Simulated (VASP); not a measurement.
These are PBE GGA, VASP's PBE PAW potentials (set 64) (plane waves; VASP) values and carry that method's errors.

A VASP calculation is set up with these files.

INCAR:
```
# general
SYSTEM=BP
PREC  =Accurate
ENCUT =600   # plane-wave cut-off (eV)
LREAL =.False.
LASPH =.True.   # aspherical one-centre terms

# electronic loop
EDIFF =1E-6
NELM  =100   # most electronic steps
ALGO  =Normal   # blocked Davidson

# smearing
ISMEAR=0
SIGMA =0.05

# functional
GGA   =PE   # PBE

# ions
ISIF  =2

# output
LWAVE =.False.
LCHARG=.False.
```

**POSCAR**
```
BP
1
    0.0000000000     2.3154000000     2.3154000000
    2.3154000000     0.0000000000     2.3154000000
    2.3154000000     2.3154000000     0.0000000000
B P
1 1
Direct
  0.0000000000   0.0000000000   0.0000000000
  0.2500000000   0.2500000000   0.2500000000
```

### KPOINTS
```
kpoints
0
G
 9 9 9
0 0 0
```

POTCAR, in this order: B P (PBE.64 set). Program: vasp_std.

Problem. What will the output report for the number of irreducible k-points (NKPTS), number of bands (NBANDS), largest plane-wave count, number of space-group operations, FFT grid (NGX, NGY, NGZ)?

Solution. 
```yaml
number of irreducible k-points (NKPTS): 35
number of bands (NBANDS): 8
largest_plane_wave_count: 869
number_of_space_group_operations: 24
FFT grid (NGX, NGY, NGZ): 28 × 28 × 28
```

The compound is BP in the zinc blende structure. The cell was not relaxed at this level. The run is one of a series of settings (ENCUT = 600 against the base run), some of them coarse on purpose.
